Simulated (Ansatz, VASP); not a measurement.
# SiW: VASP beside Ansatz, part 2 of 2

Wanted: the spread between two codes on one cell, functional and k mesh. The cell is invented: As first built, before any earlier steps moved the atoms (in the runner's words): it takes the WC structure with some of its atoms replaced by other elements, volume scaled by an estimate. It may not be a known or stable phase. The cell is taken from a series of VASP runs on this material, whose earlier steps may have relaxed, scaled or displaced it; both programs get it as it stands.

VASP 6.6.1 and Ansatz 0.2.0.

So far. Step 2 (VASP: band structure, LDA): At this level the cell is under a tension of 7.0 GPa, so at these settings it is away from equilibrium.

## Step 6: VASP: band structure, r2SCAN

Level of this step: r2SCAN; plane waves and PAW (W, Si); invented cell (VASP).

A single point gives forces, pressure and levels at one fixed geometry, so differences don't come from the geometry; what else differs is listed under the comparison.

INCAR reads:

```
SYSTEM = SiW
PREC = Accurate
ENCUT = 400
EDIFF = 1E-06
NELM = 100
ISMEAR = 0
SIGMA = 0.02
LREAL = .FALSE.
ALGO = Normal
METAGGA = R2SCAN
LASPH = .TRUE.
LORBIT = 11
LWAVE = .FALSE.
LCHARG = .FALSE.
KPAR = 4
```

POSCAR reads:

```
SiW
1.0
    3.1462339355     -0.0000000082      0.0000000000
   -1.5731174854      2.7247182678      0.0000000000
    0.0000000000      0.0000000000      3.4999919662
W Si
1 1
Direct
    0.0000000000      0.0000000000      0.0000000000
    0.6666666700      0.3333333300      0.5000000000
```

KPOINTS reads:

```
Automatic mesh
0
Gamma
5 5 4
0 0 0
```

KPOINTS_OPT reads:

```
Line mode
16
Line-mode
Reciprocal
  0.00000000   0.00000000   0.00000000 GAMMA
  0.50000000   0.00000000   0.00000000 M

  0.50000000   0.00000000   0.00000000 M
  0.33333333   0.33333333   0.00000000 K

  0.33333333   0.33333333   0.00000000 K
  0.00000000   0.00000000   0.00000000 GAMMA

  0.00000000   0.00000000   0.00000000 GAMMA
  0.00000000   0.00000000   0.50000000 A

  0.00000000   0.00000000   0.50000000 A
  0.50000000   0.00000000   0.50000000 L

  0.50000000   0.00000000   0.50000000 L
  0.33333333   0.33333333   0.50000000 H

  0.33333333   0.33333333   0.50000000 H
  0.00000000   0.00000000   0.50000000 A

  0.50000000   0.00000000   0.50000000 L
  0.50000000   0.00000000   0.00000000 M

  0.33333333   0.33333333   0.00000000 K
  0.33333333   0.33333333   0.50000000 H
```

Potentials, in the order of the species: W and Si (PBE family, release 64).

The run is started by

```console
$ mpirun -np 4 vasp_std
```

Numbers of over 12 decimals in the logs are rounded to 6 here.

What it wrote:

```text
[banner, memory and clock lines left out]
running    4 mpi-ranks, on    1 nodes
[...]
[... a notice as in an earlier step ...]

 LDA part: xc-table for (None), standard interpolation
 POSCAR, INCAR and KPOINTS ok, starting setup
[...]
entering main loop
       N       E                     dE             d eps       ncg     rms          rms(c)
DAV:   1    -0.289862298671E+02   -0.28986E+02   -0.41203E+03   286   0.803E+02
DAV:   2    -0.602784918055E+02   -0.31292E+02   -0.30318E+02   405   0.169E+02
DAV:   3    -0.611038577690E+02   -0.82537E+00   -0.78525E+00   318   0.229E+01
DAV:   4    -0.611098006733E+02   -0.59429E-02   -0.59411E-02   408   0.227E+00
[...]
DAV:  10    -0.602608613671E+02   -0.19693E-03   -0.46461E-04   323   0.162E-01    0.549E-02
DAV:  11    -0.602608847113E+02   -0.23344E-04   -0.51422E-05   377   0.619E-02    0.281E-02
DAV:  12    -0.602608839051E+02    0.80624E-06   -0.34197E-06   287   0.149E-02
   1 F= -.60260884E+02 E0= -.60260617E+02  d E =-.534380E-03
 Start KPOINTS_OPT (optional k-point list driver)
k-point batch [1-15\144]
       N       E                     dE             ncg
DAV:   1     0.122300914462E+04   -0.10486E+04      270
DAV:   2     0.648990519986E+03   -0.57402E+03      380
DAV:   3     0.629374964173E+03   -0.19616E+02      358
DAV:   4     0.629157701248E+03   -0.21726E+00      380
DAV:   5     0.629155950261E+03   -0.17510E-02      347
DAV:   6     0.629155921030E+03   -0.29231E-04      390
DAV:   7     0.629155920351E+03   -0.67965E-06      370
[...]
k-point batch [136-144\144]
       N       E                     dE             ncg
DAV:   1     0.284400436033E+04   -0.31019E+04      162
DAV:   2     0.256488891240E+04   -0.27912E+03      182
DAV:   3     0.255446420999E+04   -0.10425E+02      206
DAV:   4     0.255433012165E+04   -0.13409E+00      250
DAV:   5     0.255432989950E+04   -0.22215E-03      222
DAV:   6     0.255432989714E+04   -0.23556E-05      264
DAV:   7     0.255432989714E+04   -0.40018E-09      227
```

OUTCAR, selected parts (step 6):

```text
  Total       -0.5361236     -0.5361235     -0.6258972      0.0000001      0.0000000      0.0000000
  in kB      -28.6283171    -28.6283118    -33.4221160      0.0000055      0.0000000      0.0000000
  external PRESSURE =     -30.2262483 kB  Pullay stress =       0.0000000 kB

 POSITION                                       TOTAL-FORCE (eV/Angst)
 -----------------------------------------------------------------------------------
      0.00000      0.00000      0.00000         0.000000      0.000000      0.000000
      1.57312      0.90824      1.75000        -0.000000     -0.000000      0.000000
 -----------------------------------------------------------------------------------
    total drift:                               -0.000002      0.000001     -0.000000

  FREE ENERGIE OF THE ION-ELECTRON SYSTEM (eV)
  ---------------------------------------------------
  free  energy   TOTEN  =       -60.2608839051 eV

  energy  without entropy=      -60.2603495252  energy(sigma->0) =      -60.26061672

[... 2 parts as in an earlier step ...]

[... 1 further part left out ...]
[key lines of the parts left out:]
E-fermi :   8.4408
```

At this level the cell is under a tension of 3.0 GPa, so at these settings it is away from equilibrium.

## Step 7: Ansatz: band structure, r2SCAN

The same cell, functional, mesh and smearing now go to Ansatz, which takes its cutoff from its data sets.

The cell is taken from a series of VASP runs on this material, whose earlier steps may have relaxed, scaled or displaced it; both programs get it as it stands.

input.yaml reads:

```yaml
crystal:
  lattice:
    - [3.1462339355, -8.2e-09, 0.0]
    - [-1.5731174854, 2.7247182678, 0.0]
    - [0.0, 0.0, 3.4999919662]
  atoms:
    - { symbol: W, position: [0.0, 0.0, 0.0] }
    - { symbol: Si, position: [0.66666667, 0.33333333, 0.5] }
hamiltonian:
  xc: r2scan
  pseudopotentials: { kind: paw }
kpoints:
  mp_grid: { grid: [5, 5, 4] }
  band_path:
    path:
      - [0.0, 0.0, 0.0]
      - [0.13333, 0.0, 0.0]
      - [0.3, 0.0, 0.0]
      - [0.46667, 0.0, 0.0]
      - [0.46667, 0.06667, 0.0]
      - [0.41111, 0.17778, 0.0]
      - [0.35556, 0.28889, 0.0]
      - [0.28889, 0.28889, 0.0]
      - [0.17778, 0.17778, 0.0]
      - [0.06667, 0.06667, 0.0]
      - [0.0, 0.0, 0.03333]
      - [0.0, 0.0, 0.2]
      - [0.0, 0.0, 0.36667]
      - [0.0, 0.0, 0.5]
      - [0.16667, 0.0, 0.5]
      - [0.3, 0.0, 0.5]
      - [0.46667, 0.0, 0.5]
      - [0.46667, 0.06667, 0.5]
      - [0.41111, 0.17778, 0.5]
      - [0.35556, 0.28889, 0.5]
      - [0.28889, 0.28889, 0.5]
      - [0.17778, 0.17778, 0.5]
      - [0.06667, 0.06667, 0.5]
      - [0.5, 0.0, 0.46667]
      - [0.5, 0.0, 0.3]
      - [0.5, 0.0, 0.13333]
      - [0.33333, 0.33333, 0.0]
      - [0.33333, 0.33333, 0.16667]
      - [0.33333, 0.33333, 0.33333]
      - [0.33333, 0.33333, 0.5]
    npoints: 1
scf:
  occupations: { method: gaussian, width: 0.02 }
  n_extra_bands: 7
output:
  forces: true
  stress: true
  eigenvalues: true
```

The run is started by

```console
$ ansatz run input.yaml --threads 2 --pin off --max-ram 4608MiB --backend cpu --events-out ev --progress --plain --runs-dir out
```

What it wrote:

```text
[...]
Crystal: 2 atoms, lattice volume = 30.004 Å³
Basis set: ecut = 500 eV, 769 PW (Γ), exchange–correlation on 96×96×108 points (64 copies of the dense FFT grid, shifted against one another)
Bands: 16, of which v1, the nominal top of the filled ones, is band 9 counted from 1 (8 counted from 0)
Symmetry: 12 space group operations
[...]
k-point 0: bands = [... 5 lower, 12.3989, 14.9132, 14.9132, 16.5123, 17.6979, 17.6979, 23.8193, 23.8193, ... 3 higher]
  k-point 1: bands = [... 5 lower, 10.9310, 15.2003, 15.2003, 16.6384, 16.6408, 16.6408, 24.2146, 24.2146, ... 3 higher]
  k-point 2: bands = [... 5 lower, 8.2764, 15.5921, 15.5921, 15.8369, 15.8369, 17.4736, 23.1202, 23.1202, ... 3 higher]
  k-point 14: bands = [... 5 lower, 11.3629, 11.8168, 14.2001, 15.1194, 18.4130, 20.7785, 21.1141, 22.6612, ... 3 higher]
[key lines of the parts left out:]
SCF converged after 6 iterations
Free energy (F): -11036.400433 eV
Fermi energy:    16.579792 eV
P = ⅓ Tr σ = -2.0724 GPa (-20.724 kbar)
```

It took 5 s on 2 threads of Arm Neoverse N1, shared host; peak memory 0.33 GiB.

## Step 8: Comparison

What differs besides the data sets and the points named for the pairs above, as far as they apply: VASP keeps PBE cores, Ansatz makes them for the functional; the cutoff is 500 eV in Ansatz and 400 eV in VASP. Total energies have different zeros and are not compared.

Both answers:

```csv
quantity,Ansatz,VASP,difference
pressure (GPa),-2.07,-3.02,+0.95
pressure without Ansatz's Pulay correction (GPa),-2.13,-3.02,+0.90
```

Levels from 3 eV below to 2 eV above the Fermi level differ by 16 meV r.m.s. and 38 meV at most; each VASP level is matched to the nearest of Ansatz, which flatters the figure a little. Ansatz's pressure holds a Pulay correction of 0.05 GPa; VASP's holds none.

## Step 9: Ansatz: band structure, r2SCAN, spin-orbit coupling

A single point gives forces, pressure and levels at one fixed geometry, so differences don't come from the geometry; what else differs is listed under the comparison.

The cell is taken from a series of VASP runs on this material, whose earlier steps may have relaxed, scaled or displaced it; both programs get it as it stands.

Changes to input.yaml since step 7:

```diff
@@ -10,5 +10,8 @@
   xc: r2scan
-  pseudopotentials: { kind: paw }
+  pseudopotentials: { kind: paw_fr }
+magnetization:
+  noncollinear: true
+  spin_orbit: true
 kpoints:
-  mp_grid: { grid: [5, 5, 4] }
+  mp_grid: { grid: [6, 6, 5] }
   band_path:
@@ -48,3 +51,3 @@
   occupations: { method: gaussian, width: 0.02 }
-  n_extra_bands: 7
+  n_extra_bands: 14
 output:
```

What it wrote:

```text
[...]
non-collinear run that drives no moment, with spin-orbit: no starting moment large enough to seed its density (crystal.atoms[].spin), no starting occupations that ask for one, no magnetisation constraint and no magnetic field, so the semilocal B_xc is pinned to zero
Crystal: 2 atoms, lattice volume = 30.004 Å³
[...]
k-point 1: bands = [... 14 lower, 15.3733, 15.3733, 16.3580, 16.3580, 16.9865, 16.9865, 17.0777, 17.2223, ... 10 higher]
  k-point 2: bands = [... 14 lower, 15.6993, 15.6993, 15.9471, 15.9471, 16.1564, 16.2972, 17.3793, 17.3793, ... 10 higher]
  k-point 20: bands = [... 14 lower, 13.4593, 13.5939, 15.1621, 15.1701, 19.1286, 19.1477, 20.1574, 20.1617, ... 10 higher]
[key lines of the parts left out:]
SCF converged after 7 iterations
Magnetization: |M| = 0.0000 μB,  M = (+0.0000, +0.0000, +0.0000) μB
Free energy (F): -11012.034665 eV
Fermi energy:    16.434193 eV
P = ⅓ Tr σ = -2.8686 GPa (-28.686 kbar)
```

Wall time 21 s (2 threads); peak memory 0.46 GiB.

## Step 10: VASP: band structure, r2SCAN, spin-orbit coupling

The same cell, functional, mesh and smearing now go to VASP, with its own data sets and cutoff.

Changes to INCAR since step 6:

```diff
@@ -11,2 +11,8 @@
 LASPH = .TRUE.
+LNONCOLLINEAR = .TRUE.
+MAGMOM = 0 0 0 0 0 0
+NBANDS = 22
+GGA_COMPAT = .FALSE.
+LSORBIT = .TRUE.
+LMAXMIX = 4
 LORBIT = 11
```

POSCAR is that of step 6.

KPOINTS reads:

```
Automatic mesh
0
Gamma
6 6 5
0 0 0
```

KPOINTS_OPT is that of step 6.

The run is started by

```console
$ mpirun -np 4 vasp_ncl
```

What it wrote:

```text
[... set-up lines as in an earlier step ...]
 entering main loop
       N       E                     dE             d eps       ncg     rms          rms(c)
DAV:   1    -0.231202164916E+02   -0.23120E+02   -0.36557E+03  1320   0.663E+02
DAV:   2    -0.596149733851E+02   -0.36495E+02   -0.33864E+02  1636   0.173E+02
DAV:   3    -0.612796087576E+02   -0.16646E+01   -0.16341E+01  1734   0.307E+01
DAV:   4    -0.612950402044E+02   -0.15431E-01   -0.15420E-01  1538   0.341E+00
[...]
DAV:  11    -0.605012287545E+02   -0.71996E-04   -0.99452E-05  1464   0.795E-02    0.157E-02
DAV:  12    -0.605012299582E+02   -0.12037E-05   -0.64300E-06  1608   0.209E-02    0.117E-02
DAV:  13    -0.605012301173E+02   -0.15910E-06   -0.45149E-07   976   0.607E-03
   1 F= -.60501230E+02 E0= -.60501050E+02  d E =-.360377E-03  mag=    -0.0000    -0.0000    -0.0000
 Start KPOINTS_OPT (optional k-point list driver)
k-point batch [1-30\144]
       N       E                     dE             ncg
DAV:   1     0.243666931743E+04   -0.41850E+04     1320
DAV:   2     0.127595358871E+04   -0.11607E+04     1590
DAV:   3     0.122001760497E+04   -0.55936E+02     1664
DAV:   4     0.121944282678E+04   -0.57478E+00     1572
DAV:   5     0.121943602187E+04   -0.68049E-02     1664
DAV:   6     0.121943591161E+04   -0.11026E-03     1636
DAV:   7     0.121943591000E+04   -0.16112E-05     1484
DAV:   8     0.121943590993E+04   -0.67208E-07     1144
[...]
k-point batch [121-144\144]
       N       E                     dE             ncg
DAV:   1     0.399266709203E+04   -0.67068E+04     1064
DAV:   2     0.314372268619E+04   -0.84894E+03     1320
DAV:   3     0.311047198564E+04   -0.33251E+02     1272
DAV:   4     0.311021608404E+04   -0.25590E+00     1194
DAV:   5     0.311021328358E+04   -0.28005E-02     1242
DAV:   6     0.311021323873E+04   -0.44847E-04     1278
DAV:   7     0.311021323809E+04   -0.63776E-06     1058
```

Parts of OUTCAR (step 10):

```text
  Total       -0.6327889     -0.6327888     -0.8128762      0.0000001      0.0000000      0.0000000
  in kB      -33.7901239    -33.7901177    -43.4065552      0.0000065      0.0000000      0.0000000
  external PRESSURE =     -36.9955989 kB  Pullay stress =       0.0000000 kB

 POSITION                                       TOTAL-FORCE (eV/Angst)
 -----------------------------------------------------------------------------------
      0.00000      0.00000      0.00000        -0.000000     -0.000000      0.000000
      1.57312      0.90824      1.75000         0.000000      0.000000      0.000000
 -----------------------------------------------------------------------------------
    total drift:                               -0.000001      0.000001     -0.000000

  FREE ENERGIE OF THE ION-ELECTRON SYSTEM (eV)
  ---------------------------------------------------
  free  energy   TOTEN  =       -60.5012301173 eV

  energy  without entropy=      -60.5008697400  energy(sigma->0) =      -60.50104993

 magnetization (x)
# of ion       s       p       d       tot
------------------------------------------
    1        0.000   0.000   0.000   0.000
    2        0.000   0.000   0.000   0.000
--------------------------------------------------
tot          0.000   0.000   0.000   0.000

 magnetization (y)
# of ion       s       p       d       tot
------------------------------------------
    1        0.000  -0.000  -0.000  -0.000
    2        0.000  -0.000   0.000  -0.000
--------------------------------------------------
tot          0.000  -0.000  -0.000  -0.000

 magnetization (z)
# of ion       s       p       d       tot
------------------------------------------
    1        0.000   0.000  -0.000   0.000
    2       -0.000  -0.000   0.000  -0.000
--------------------------------------------------
tot         -0.000   0.000  -0.000   0.000

[... 1 part as in an earlier step ...]

[... 2 further parts left out ...]
[key lines of the parts left out:]
E-fermi :   8.2836
```

At this level the cell is under a tension of 3.7 GPa, so at these settings it is away from equilibrium.

## Step 11: Side by side

What differs besides the data sets and the points named for the pairs above, as far as they apply: spin-orbit coupling enters by fully relativistic files in Ansatz and inside the spheres in VASP; the data sets hold 18 valence electrons in Ansatz (fully relativistic PAW (standard-fr) files) and 10 in VASP. Total energies have different zeros and are not compared.

Compared:

```csv
quantity,Ansatz,VASP,difference
pressure (GPa),-2.87,-3.70,+0.83
pressure without Ansatz's Pulay correction (GPa),-2.92,-3.70,+0.78
```

Levels from 3 eV below to 2 eV above the Fermi level differ by 20 meV r.m.s. and 59 meV at most; each VASP level is matched to the nearest of Ansatz, which flatters the figure a little. Ansatz's pressure holds a Pulay correction of 0.05 GPa; VASP's holds none.

## Step 12: What came out

| Quantity | Value |
| --- | --- |
| difference in pressure (band structure, LDA) | -1.2 GPa |
| r.m.s. difference of levels near the Fermi level (band structure, r2SCAN) | 16 meV |
| difference in pressure (band structure, r2SCAN) | 0.95 GPa |
| r.m.s. difference of levels near the Fermi level (band structure, r2SCAN, spin-orbit coupling) | 20 meV |
| difference in pressure (band structure, r2SCAN, spin-orbit coupling) | 0.83 GPa |

What this shows: The difference in pressure is -1.2 GPa (band structure, LDA), beyond the 1 GPa picked in this series as the mark of a large difference. Band structure, LDA, norm-conserving potentials (cutoff 952 eV): the difference in pressure goes from -1.2 to -1.7 GPa. 3 further runs of this series are not shown here. How closely two codes agree says nothing of how well the functional describes the real material.

[Lines on the potential files, build, host, timing and source positions are cut from VASP's logs without a mark.]

[Logs are printed without paths, hosts, clocks, repeated set-up lines and the standing remarks that a program may print on its own settings, such as how far it seeks lower states.]

[Hosts, paths, dates, database ids (printed as entryN), source tags and the programs' standing remarks are cut or masked in the printed files.]
